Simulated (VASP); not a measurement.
Write the native input for VASP 6.6.1 that does the following.

| Quantity | Value |
| --- | --- |
| Task | relaxation of shape and atoms at fixed volume |
| Functional | r2SCAN |
| Dispersion | D3(BJ) |
| Potentials or basis | VASP PAW PBE potentials, release 64 (B, N) |
| Cutoff | 600 eV |
| k mesh | 10 × 10 × 6 |
| Occupations | gaussian, width 0.05 eV |
| Spin | no spin polarisation |
| Dipole correction | no |
| Further INCAR settings | ALGO = Normal; EDIFF = 1e-06; IBRION = 2; EDIFFG = -0.02; NSW = 60; ISIF = 4 |

BN:

```xyz
4
Lattice="2.5414 0.0000 0.0000 -1.2707 2.2009 0.0000 0.0000 0.0000 4.2043" Properties=species:S:1:pos:R:3 pbc="T T T"
B     1.2707    0.7336    0.0007
B     0.0000    1.4673    2.1029
N     1.2707    0.7336    1.5759
N     0.0000    1.4673    3.6780
```

Measurements of this composition are mostly on another form, of space group No. 194.

These files were run (other wordings do the same):

POSCAR

```
BN
1.0
    2.5414141922      0.0000000000      0.0000000000
   -1.2707070961      2.2009292520      0.0000000000
    0.0000000000      0.0000000000      4.2042819426
B N
2 2
Direct
    0.6666666667      0.3333333333      0.0001724040
    0.3333333333      0.6666666667      0.5001724040
    0.6666666667      0.3333333333      0.3748275960
    0.3333333333      0.6666666667      0.8748275960
```

INCAR.step1

```
SYSTEM = BN
ALGO = Normal
EDIFF = 1E-4
ENCUT = 600
GGA = PE
ISMEAR = 0
LASPH = .TRUE.
LCHARG = .FALSE.
LREAL = .FALSE.
LWAVE = .TRUE.
NELM = 60
PREC = Accurate
SIGMA = 0.05
```

INCAR.step2

```
SYSTEM = BN
ALGO = Normal
EDIFF = 1E-6
EDIFFG = -0.02
ENCUT = 600
IBRION = 2
ISIF = 4
ISMEAR = 0
ISTART = 1
IVDW = 12
LASPH = .TRUE.
LCHARG = .FALSE.
LMIXTAU = .TRUE.
LREAL = .FALSE.
LWAVE = .FALSE.
METAGGA = R2SCAN
NELM = 60
NSW = 60
PREC = Accurate
SIGMA = 0.05
VDW_A1 = 0.49484001
VDW_A2 = 5.73083694
VDW_S6 = 1.0
VDW_S8 = 0.78981345
```

KPOINTS

```
k-points
0
G
  10 10 6
  0 0 0
```

Potentials or basis: VASP PAW PBE potentials, release 64 (B, N).

The run is started by

```console
$ cat potpaw_PBE.64/B/POTCAR potpaw_PBE.64/N/POTCAR > POTCAR
$ cp INCAR.step1 INCAR
$ mpirun -np 1 vasp_std > vasp.out
$ cp INCAR.step2 INCAR
$ mpirun -np 1 vasp_std > vasp.out
```

Results of the run:

| Item | Value |
| --- | --- |
| Pressure after relaxing | -0.4 GPa |
| Largest force after relaxing | 0.011 eV/Å |
| Band gap on the k mesh | 5.92 eV, indirect (least direct gap 8.99 eV) |
| Dispersion energy per atom | -0.099 eV |

Caveat: the relaxation stopped at its first step, so nothing moved; the PAW data sets were made with another functional, which shifts forces and pressure a little.

Run time: 51 s on 1 thread of Intel(R) Xeon(R) Platinum 8488C (Sapphire Rapids), on a shared host, peak memory 0.16 GiB.
